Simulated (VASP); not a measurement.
# How U changes Ni3Se4 (Wilkmanite), part 2 of 3

Wanted: how far the results for Ni3Se4 (Wilkmanite) hang on the Hubbard correction. The start is a cell from a database of measured crystal structures.

VASP 6.6.1, plane waves and PAW; the level of theory is named at each step.

Still holding for the runs below: The k-mesh is coarse for a metal.

So far. Step 2 (Series over U, start order fm, U 0): Energy at zero smearing: -35.88211 eV.

### Step 3. Series over U, start order AFM, U 0

This step: PBEsol, spin-polarised from a ferrimagnetic start; plane waves and PAW (Se, Ni) (VASP 6.6.1).

File INCAR:

```
SYSTEM = Ni3Se4
PREC = Normal
ENCUT = 350
EDIFF = 1E-06
NELM = 150
ISMEAR = 0
SIGMA = 0.05
LREAL = .FALSE.
ALGO = Normal
GGA = PS
NBANDS = 38
ISPIN = 2
MAGMOM = 0 0 0 0 1 -1 1
LASPH = .TRUE.
LMAXMIX = 4
LORBIT = 11
LWAVE = .FALSE.
LCHARG = .FALSE.
KPAR = 2
AMIX = 0.2
BMIX = 1E-04
AMIX_MAG = 0.8
BMIX_MAG = 1E-04
NEDOS = 1200
```

File POSCAR:

```
Ni3Se4
1.0
    6.0708910180     -1.8165000000      0.0000000000
    6.0708910180      1.8165000000      0.0000000000
   -3.1519490422      0.0000000000      5.3277952984
Se Ni
4 3
Direct
    0.6246700000      0.6246700000      0.2913400000
    0.3753300000      0.3753300000      0.7086600000
    0.1246700000      0.1246700000      0.7913400000
    0.8753300000      0.8753300000      0.2086600000
    0.2500000000      0.2500000000      0.2500000000
    0.7500000000      0.7500000000      0.7500000000
    0.0000000000      0.0000000000      0.0000000000
```

File KPOINTS:

```
Automatic mesh
0
Gamma
5 5 3
0 0 0
```

Potentials, in the order of the species: Se and Ni (PBE family, release 64).

The run is started by

```bash
mpirun -np 2 vasp_std
```

What it wrote:

```text
[banner, memory and clock lines left out]
running    2 mpi-ranks, on    1 nodes
 distrk:  each k-point on    1 cores,    2 groups
 distr:  one band on    1 cores,    1 groups

 POSCAR found type information on POSCAR SeNi
 POSCAR found :  2 types and       7 ions
 [... a notice as in an earlier step ...]

 LDA part: xc-table for (Slater+PW92), standard interpolation
 POSCAR, INCAR and KPOINTS ok, starting setup
 FFT: planning ... GRIDC
 FFT: planning ... GRID_SOFT
 FFT: planning ... GRID
 WAVECAR not read
 entering main loop
       N       E                     dE             d eps       ncg     rms          rms(c)
DAV:   1     0.348202280918E+03    0.34820E+03   -0.17710E+04  3648   0.110E+03
DAV:   2    -0.309775267094E+01   -0.35130E+03   -0.33529E+03  3780   0.294E+02
DAV:   3    -0.382414187006E+02   -0.35144E+02   -0.33815E+02  4292   0.104E+02
DAV:   4    -0.394846163046E+02   -0.12432E+01   -0.12351E+01  4318   0.200E+01
DAV:   5    -0.395129412740E+02   -0.28325E-01   -0.28313E-01  4696   0.302E+00    0.222E+01
DAV:   6    -0.382039973257E+02    0.13089E+01   -0.26737E+01  4644   0.760E+01    0.194E+01
DAV:   7    -0.359595578845E+02    0.22444E+01   -0.60884E+00  4442   0.508E+01    0.958E+00
DAV:   8    -0.362804512909E+02   -0.32089E+00   -0.30619E+00  5192   0.295E+01    0.107E+01
DAV:   9    -0.360189364519E+02    0.26151E+00   -0.36688E+00  5608   0.264E+01    0.573E+00
DAV:  10    -0.359000215497E+02    0.11891E+00   -0.57508E-01  5352   0.108E+01    0.217E+00
DAV:  11    -0.358961339780E+02    0.38876E-02   -0.19390E-01  5352   0.658E+00    0.166E+00
DAV:  12    -0.358878941801E+02    0.82398E-02   -0.54803E-02  5436   0.334E+00    0.632E-01
DAV:  13    -0.358871529982E+02    0.74118E-03   -0.69498E-03  4608   0.706E-01    0.290E-01
DAV:  14    -0.358871971875E+02   -0.44189E-04   -0.21942E-03  5384   0.385E-01    0.151E-01
DAV:  15    -0.358872503410E+02   -0.53153E-04   -0.88002E-04  5578   0.294E-01    0.620E-02
DAV:  16    -0.358872906144E+02   -0.40273E-04   -0.28496E-04  5636   0.163E-01    0.301E-02
DAV:  17    -0.358872919713E+02   -0.13569E-05   -0.37328E-05  4698   0.622E-02    0.153E-02
DAV:  18    -0.358872919849E+02   -0.13652E-07   -0.11997E-05  4554   0.287E-02    0.884E-03
DAV:  19    -0.358872924739E+02   -0.48895E-06   -0.11097E-06  2298   0.114E-02
   1 F= -.35887292E+02 E0= -.35882181E+02  d E =-.102235E-01  mag=    -0.0721
```

It took 57 s on 2 MPI ranks of Intel Xeon Platinum 8488C (Sapphire Rapids), shared host; peak memory 0.45 GiB; 1.9 min of CPU time.

Parts of OUTCAR (step 3):

```text
The static configuration has the point symmetry C_2h.

 Found     24 irreducible k-points:

   NELECT =      54.0000    total number of electrons

 E-fermi :   6.3014

 spin component 1
 k-point     1 :       0.0000    0.0000    0.0000
  band No.  band energies     occupation
    ...
     22       5.4601      1.00000
     23       5.5330      1.00000
     24       5.5515      1.00000
     25       5.7490      1.00000
     26       6.1205      1.00000
     27       6.4826      0.00000
     28       6.8659      0.00000
     29       7.0936      0.00000
     30       7.7162      0.00000
     31       7.8198      0.00000
    ...

 k-point     2 :       0.2000    0.0000    0.0000
  band No.  band energies     occupation
    ...
     22       4.7897      1.00000
     23       4.9093      1.00000
     24       5.2063      1.00000
     25       5.5057      1.00000
     26       5.6289      1.00000
     27       6.6365      0.00000
     28       6.9900      0.00000
     29       7.2129      0.00000
     30       7.5968      0.00000
     31       7.9338      0.00000
    ...

 k-point     3 :       0.4000    0.0000    0.0000
  band No.  band energies     occupation
    ...
     24       5.0117      1.00000
     25       5.1410      1.00000
     26       5.3692      1.00000
     27       5.9070      1.00000
     28       6.2888      0.63942
     29       7.0025      0.00000
     30       7.1603      0.00000
     31       7.8141      0.00000
     32      11.3484      0.00000
     33      11.7723      0.00000
    ...

 k-point     4 :       0.2000    0.2000    0.0000
  band No.  band energies     occupation
    ...
     23       4.9856      1.00000
     24       5.6049      1.00000
     25       6.0853      1.00000
     26       6.1694      0.99991
     27       6.2996      0.52036
     28       6.9209      0.00000
     29       7.0772      0.00000
     30       7.7372      0.00000
     31       7.8172      0.00000
     32       9.7699      0.00000
    ...

  Total       -4.1348295     -2.5022447     -3.4484637      0.0000000      0.0000000     -0.2834901
  in kB      -56.3771112    -34.1173262    -47.0187282      0.0000000      0.0000000     -3.8652986
  external PRESSURE =     -45.8377219 kB  Pullay stress =       0.0000000 kB

 POSITION                                       TOTAL-FORCE (eV/Angst)
 -----------------------------------------------------------------------------------
      6.66632      0.00000      1.55220         0.351224      0.000000      0.420840
      2.32351      0.00000      3.77560        -0.351255      0.000000     -0.420835
     -0.98055      0.00000      4.21610         0.502041      0.000000     -0.028443
      9.97038      0.00000      1.11170        -0.502012      0.000000      0.028438
      2.24746      0.00000      1.33195         0.743047      0.000000     -0.366318
      6.74237      0.00000      3.99585        -0.743054      0.000000      0.366305
      0.00000      0.00000      0.00000         0.000010      0.000000      0.000012
 -----------------------------------------------------------------------------------
    total drift:                               -0.000009      0.000000      0.000015

  FREE ENERGIE OF THE ION-ELECTRON SYSTEM (eV)
  ---------------------------------------------------
  free  energy   TOTEN  =       -35.8872924739 eV

  energy  without entropy=      -35.8770689432  energy(sigma->0) =      -35.88218071

 magnetization (x)
# of ion       s       p       d       tot
------------------------------------------
    1       -0.001  -0.003  -0.000  -0.003
    2       -0.001  -0.003  -0.000  -0.003
    3       -0.001  -0.003  -0.000  -0.004
    4       -0.001  -0.003  -0.000  -0.004
    5       -0.000  -0.000  -0.023  -0.024
    6       -0.000  -0.000  -0.023  -0.024
    7       -0.000  -0.001  -0.002  -0.003
--------------------------------------------------
tot         -0.003  -0.012  -0.049  -0.064

[... 9 parts as in an earlier step ...]

[... 9 further parts left out ...]
```

This step gave:

* electronic cycles: 19
* Fermi energy: 6.301 eV
* moment of the cell, from the last line of the log: -0.0721 μB
* DOS at the Fermi level: 7.928 states/eV/cell

The density of states has structure finer than the step of the table below, so its rows give means over 1 eV, whole bins alone (the curve runs from -12.0 to 7.93 eV). Peaks (eV: height): total up -4.3: 5.67, -3.2: 4.70, -1.8: 12.6, -0.7: 5.54; total down -4.3: 5.91, -3.2: 4.89, -1.8: 12.5, -0.7: 5.57; Se p up -4.3: 1.76, -3.8: 1.32, -3.2: 1.23, 1.2: 1.50; Se p down -4.3: 1.82, -3.8: 1.28, -3.2: 1.25, 1.2: 1.44; Ni s up 4.5: 0.477, 4.8: 0.351, 5.1: 0.662, 5.8: 0.500.

Means over bins of 0.088 eV. The density of states by energy, zero at the Fermi level; means over each step; 7 of 10 lines; values in states/eV/cell:

| energy (eV) | total up | total down | Se p up | Se p down | Ni s up | Ni s down | Ni p up |
| --- | --- | --- | --- | --- | --- | --- | --- |
| -8 | 0 | 0 | 0 | 0 | 0 | 0 | 0 |
| -7 | 0.651 | 0.657 | 0.208 | 0.210 | 0.112 | 0.113 | 0.0193 |
| -6 | 1.84 | 1.84 | 0.616 | 0.616 | 0.178 | 0.177 | 0.0721 |
| -5 | 1.74 | 1.75 | 0.581 | 0.584 | 0.0780 | 0.0779 | 0.0855 |
| -4 | 3.90 | 3.93 | 1.19 | 1.19 | 0.0537 | 0.0536 | 0.171 |
| -3 | 3.67 | 3.66 | 0.830 | 0.820 | 0.0217 | 0.0214 | 0.110 |
| -2 | 6.02 | 6.07 | 0.230 | 0.229 | 0.0377 | 0.0385 | 0.0414 |
| -1 | 3.95 | 3.89 | 0.452 | 0.454 | 0.0340 | 0.0336 | 0.0809 |
| 0 | 2.44 | 2.44 | 0.653 | 0.659 | 0.0217 | 0.0219 | 0.0729 |
| 1 | 2.33 | 2.33 | 0.853 | 0.860 | 0.0184 | 0.0180 | 0.0403 |
| 2 | 0.464 | 0.435 | 0.186 | 0.175 | 0.00109 | 0.00102 | 0.00309 |
| 3 | 0.0180 | 0.0189 | 6.4e-4 | 6.8e-4 | 0.00453 | 0.00473 | 0.00109 |
| 4 | 0.714 | 0.723 | 0.0539 | 0.0545 | 0.181 | 0.182 | 0.0382 |
| 5 | 1.37 | 1.37 | 0.132 | 0.132 | 0.270 | 0.270 | 0.0845 |
| 6 | 1.58 | 1.59 | 0.179 | 0.179 | 0.205 | 0.205 | 0.130 |
| 7 | 2.01 | 2.01 | 0.167 | 0.167 | 0.0878 | 0.0875 | 0.285 |

Force by atom:

| atom | x (eV/Å) | y (eV/Å) | z (eV/Å) | size |
| --- | --- | --- | --- | --- |
| Se1 | 0.351 | 0.000 | 0.421 | 0.548 |
| Se2 | -0.351 | 0.000 | -0.421 | 0.548 |
| Se3 | 0.502 | 0.000 | -0.028 | 0.503 |
| Se4 | -0.502 | 0.000 | 0.028 | 0.503 |
| Ni5 | 0.743 | 0.000 | -0.366 | 0.828 |
| Ni6 | -0.743 | 0.000 | 0.366 | 0.828 |
| Ni7 | 0.000 | 0.000 | 0.000 | 0.000 |

The density of states holds every band computed, so its fall toward the upper end of the range is no gap.

Energy at zero smearing: -35.88218 eV.

### Step 4. Series over U, start order fm, U 1

This step: PBEsol, DFT+U (Ni d 1 eV), spin-polarised from a ferromagnetic start; plane waves and PAW (Se, Ni) (VASP 6.6.1).

INCAR: that of step 3 with these lines changed.

```diff
@@ -12,3 +12,9 @@
 ISPIN = 2
-MAGMOM = 0 0 0 0 1 -1 1
+MAGMOM = 0 0 0 0 1 1 1
+LDAU = .TRUE.
+LDAUTYPE = 2
+LDAUL = -1 2
+LDAUU = 0 1
+LDAUJ = 0 0
+LDAUPRINT = 1
 LASPH = .TRUE.
```

POSCAR is that of step 3.

KPOINTS is that of step 3.

The run is started by

```bash
mpirun -np 2 vasp_std
```

What it wrote:

```text
[... set-up lines as in an earlier step ...]
 entering main loop
       N       E                     dE             d eps       ncg     rms          rms(c)
DAV:   1     0.349372194597E+03    0.34937E+03   -0.17757E+04  3648   0.111E+03
DAV:   2    -0.574875332559E+00   -0.34995E+03   -0.33420E+03  3780   0.293E+02
DAV:   3    -0.355734079655E+02   -0.34999E+02   -0.33698E+02  4300   0.104E+02
DAV:   4    -0.367629956811E+02   -0.11896E+01   -0.11825E+01  4300   0.196E+01
[...]
DAV:  19    -0.340088452558E+02   -0.48839E-05   -0.28852E-05  5010   0.521E-02    0.808E-03
DAV:  20    -0.340088466371E+02   -0.13813E-05   -0.87044E-06  2818   0.294E-02    0.450E-03
DAV:  21    -0.340088470828E+02   -0.44571E-06   -0.44536E-06  2612   0.177E-02
   1 F= -.34008847E+02 E0= -.34005577E+02  d E =-.654090E-02  mag=     0.3466
```

The job ended after 64 s (2 MPI ranks; peak memory 0.45 GiB; 2.1 min of CPU time).

Parts of OUTCAR (step 4):

```text
  Total       -4.6202392     -3.0883489     -3.8587021      0.0000000      0.0000000     -0.1750571
  in kB      -62.9955222    -42.1086752    -52.6122011      0.0000000      0.0000000     -2.3868494
  external PRESSURE =     -52.5721328 kB  Pullay stress =       0.0000000 kB

 POSITION                                       TOTAL-FORCE (eV/Angst)
 -----------------------------------------------------------------------------------
      6.66632      0.00000      1.55220         0.356501     -0.000000      0.392189
      2.32351      0.00000      3.77560        -0.356501     -0.000000     -0.392189
     -0.98055      0.00000      4.21610         0.491502     -0.000000      0.009353
      9.97038      0.00000      1.11170        -0.491502     -0.000000     -0.009353
      2.24746      0.00000      1.33195         0.717071     -0.000000     -0.370479
      6.74237      0.00000      3.99585        -0.717071     -0.000000      0.370479
      0.00000      0.00000      0.00000        -0.000000      0.000000      0.000000
 -----------------------------------------------------------------------------------
    total drift:                                0.000000      0.000000      0.000000

  FREE ENERGIE OF THE ION-ELECTRON SYSTEM (eV)
  ---------------------------------------------------
  free  energy   TOTEN  =       -34.0088470828 eV

  energy  without entropy=      -34.0023061822  energy(sigma->0) =      -34.00557663

 magnetization (x)
# of ion       s       p       d       tot
------------------------------------------
    1        0.003   0.009   0.001   0.012
    2        0.003   0.009   0.001   0.012
    3        0.003   0.008   0.000   0.012
    4        0.003   0.008   0.000   0.012
    5        0.000   0.001   0.137   0.138
    6        0.000   0.001   0.137   0.138
    7        0.002   0.004  -0.022  -0.016
--------------------------------------------------
tot          0.014   0.040   0.254   0.308

[... 2 parts as in an earlier step ...]

[... 1 further part left out ...]
[key lines of the parts left out:]
E-fermi :   6.2525
```

The magnetic state follows from one typed start and may not be the lowest.

Spin moment in the PAW sphere by atom:

| atom | spin moment in the PAW sphere (μB) |
| --- | --- |
| Se1 | 0.012 |
| Se2 | 0.012 |
| Se3 | 0.012 |
| Se4 | 0.012 |
| Ni5 | 0.138 |
| Ni6 | 0.138 |
| Ni7 | -0.016 |

Energy at zero smearing: -34.00558 eV.

### Step 5. Series over U, start order AFM, U 1

This step: PBEsol, DFT+U (Ni d 1 eV), spin-polarised from a ferrimagnetic start; plane waves and PAW (Se, Ni) (VASP 6.6.1).

INCAR: that of step 4 with these lines changed.

```diff
@@ -12,3 +12,3 @@
 ISPIN = 2
-MAGMOM = 0 0 0 0 1 1 1
+MAGMOM = 0 0 0 0 1 -1 1
 LDAU = .TRUE.
```

POSCAR is that of step 4.

KPOINTS is that of step 4.

The run is started by

```bash
mpirun -np 2 vasp_std
```

What it wrote:

```text
[... set-up lines as in an earlier step ...]
 entering main loop
       N       E                     dE             d eps       ncg     rms          rms(c)
DAV:   1     0.349552396760E+03    0.34955E+03   -0.17782E+04  3648   0.111E+03
DAV:   2    -0.451656471429E+00   -0.35000E+03   -0.33433E+03  3780   0.293E+02
DAV:   3    -0.356165913116E+02   -0.35165E+02   -0.33894E+02  4300   0.104E+02
DAV:   4    -0.368095791887E+02   -0.11930E+01   -0.11864E+01  4322   0.197E+01
[...]
DAV:  19    -0.340088444933E+02   -0.62200E-05   -0.21784E-05  4724   0.380E-02    0.117E-02
DAV:  20    -0.340088464004E+02   -0.19071E-05   -0.29479E-05  3038   0.552E-02    0.445E-03
DAV:  21    -0.340088471028E+02   -0.70241E-06   -0.30799E-06  3364   0.163E-02
   1 F= -.34008847E+02 E0= -.34005577E+02  d E =-.653933E-02  mag=    -0.3467
```

The job ended after 65 s (2 MPI ranks; peak memory 0.45 GiB).

From OUTCAR (step 5):

```text
  Total       -4.6236881     -3.0912411     -3.8632626      0.0000000      0.0000000     -0.1745922
  in kB      -63.0425459    -42.1481086    -52.6743817      0.0000000      0.0000000     -2.3805108
  external PRESSURE =     -52.6216787 kB  Pullay stress =       0.0000000 kB

 POSITION                                       TOTAL-FORCE (eV/Angst)
 -----------------------------------------------------------------------------------
      6.66632      0.00000      1.55220         0.356214      0.000000      0.392222
      2.32351      0.00000      3.77560        -0.356250      0.000000     -0.392187
     -0.98055      0.00000      4.21610         0.491507      0.000000      0.009326
      9.97038      0.00000      1.11170        -0.491466      0.000000     -0.009350
      2.24746      0.00000      1.33195         0.717102      0.000000     -0.370543
      6.74237      0.00000      3.99585        -0.717097      0.000000      0.370525
      0.00000      0.00000      0.00000        -0.000011      0.000000      0.000007
 -----------------------------------------------------------------------------------
    total drift:                                0.000000      0.000000     -0.000022

  FREE ENERGIE OF THE ION-ELECTRON SYSTEM (eV)
  ---------------------------------------------------
  free  energy   TOTEN  =       -34.0088471028 eV

  energy  without entropy=      -34.0023077776  energy(sigma->0) =      -34.00557744

 magnetization (x)
# of ion       s       p       d       tot
------------------------------------------
    1       -0.003  -0.009  -0.001  -0.012
    2       -0.003  -0.009  -0.001  -0.012
    3       -0.003  -0.008  -0.000  -0.012
    4       -0.003  -0.008  -0.000  -0.012
    5       -0.000  -0.001  -0.137  -0.139
    6       -0.000  -0.001  -0.137  -0.138
    7       -0.002  -0.004   0.022   0.016
--------------------------------------------------
tot         -0.014  -0.040  -0.254  -0.308

[... 2 parts as in an earlier step ...]

[... 1 further part left out ...]
[key lines of the parts left out:]
E-fermi :   6.2524
```

Energy at zero smearing: -34.00558 eV.

The run ends at a pressure of -5.26 GPa, with forces up to 0.81 eV/Å.

### Step 6. Series over U, start order fm, U 2

This step: PBEsol, DFT+U (Ni d 2 eV), spin-polarised from a ferromagnetic start; plane waves and PAW (Se, Ni) (VASP 6.6.1).

INCAR: that of step 5 with these lines changed.

```diff
@@ -12,3 +12,3 @@
 ISPIN = 2
-MAGMOM = 0 0 0 0 1 -1 1
+MAGMOM = 0 0 0 0 1 1 1
 LDAU = .TRUE.
@@ -16,3 +16,3 @@
 LDAUL = -1 2
-LDAUU = 0 1
+LDAUU = 0 2
 LDAUJ = 0 0
```

POSCAR is that of step 5.

KPOINTS is that of step 5.

The run is started by

```bash
mpirun -np 2 vasp_std
```

What it wrote:

```text
[... set-up lines as in an earlier step ...]
 entering main loop
       N       E                     dE             d eps       ncg     rms          rms(c)
DAV:   1     0.350610923799E+03    0.35061E+03   -0.17830E+04  3648   0.111E+03
DAV:   2     0.192151473794E+01   -0.34869E+03   -0.33328E+03  3792   0.293E+02
DAV:   3    -0.330707174288E+02   -0.34992E+02   -0.33753E+02  4278   0.105E+02
DAV:   4    -0.342182746159E+02   -0.11476E+01   -0.11406E+01  4294   0.193E+01
[...]
DAV:  22    -0.321900412758E+02   -0.43559E-05   -0.16522E-04  5114   0.155E-01    0.591E-03
DAV:  23    -0.321900433305E+02   -0.20548E-05   -0.48097E-05  3520   0.824E-02    0.370E-03
DAV:  24    -0.321900439567E+02   -0.62617E-06   -0.26415E-06  2348   0.186E-02
   1 F= -.32190044E+02 E0= -.32186932E+02  d E =-.622453E-02  mag=     0.4865
```

Wall time 74 s (2 MPI ranks); peak memory 0.45 GiB.

From OUTCAR (step 6):

```text
  Total       -4.8440143     -3.5216744     -4.1016068      0.0000000      0.0000000     -0.1356377
  in kB      -66.0466251    -48.0169337    -55.9241303      0.0000000      0.0000000     -1.8493779
  external PRESSURE =     -56.6625630 kB  Pullay stress =       0.0000000 kB

 POSITION                                       TOTAL-FORCE (eV/Angst)
 -----------------------------------------------------------------------------------
      6.66632      0.00000      1.55220         0.341527      0.000000      0.358747
      2.32351      0.00000      3.77560        -0.341527      0.000000     -0.358747
     -0.98055      0.00000      4.21610         0.471894      0.000000      0.045695
      9.97038      0.00000      1.11170        -0.471894      0.000000     -0.045695
      2.24746      0.00000      1.33195         0.679849      0.000000     -0.374690
      6.74237      0.00000      3.99585        -0.679849      0.000000      0.374690
      0.00000      0.00000      0.00000        -0.000000      0.000000      0.000000
 -----------------------------------------------------------------------------------
    total drift:                                0.000000      0.000000      0.000000

  FREE ENERGIE OF THE ION-ELECTRON SYSTEM (eV)
  ---------------------------------------------------
  free  energy   TOTEN  =       -32.1900439567 eV

  energy  without entropy=      -32.1838194258  energy(sigma->0) =      -32.18693169

 magnetization (x)
# of ion       s       p       d       tot
------------------------------------------
    1        0.003  -0.000   0.001   0.003
    2        0.003  -0.000   0.001   0.003
    3        0.005  -0.004   0.001   0.002
    4        0.005  -0.004   0.001   0.002
    5       -0.000  -0.001   0.328   0.327
    6       -0.000  -0.001   0.328   0.327
    7        0.004   0.006  -0.226  -0.215
--------------------------------------------------
tot          0.020  -0.005   0.434   0.449

[... 2 parts as in an earlier step ...]

[... 1 further part left out ...]
[key lines of the parts left out:]
E-fermi :   6.2072
```

Spin moment in the PAW sphere by atom:

| atom | spin moment in the PAW sphere (μB) |
| --- | --- |
| Se1 | 0.003 |
| Se2 | 0.003 |
| Se3 | 0.002 |
| Se4 | 0.002 |
| Ni5 | 0.327 |
| Ni6 | 0.327 |
| Ni7 | -0.215 |

Energy at zero smearing: -32.18693 eV.

The run ends at a pressure of -5.67 GPa, with forces up to 0.78 eV/Å.

[end of part 2 of 3]

[Lines on the potential files, build, host, timing and source positions are cut from VASP's logs without a mark.]

[Logs are printed without paths, hosts, clocks, repeated set-up lines and the standing remarks that a program may print on its own settings, such as how far it seeks lower states.]

[Hosts, paths, dates, database ids (printed as entryN), source tags and the programs' standing remarks are cut or masked in the printed files.]

[In band tables of VASP the shares of atoms and orbitals are scaled to a sum of 1 inside the atoms' spheres.]

[Runs that stopped without an error message from VASP are left out.]
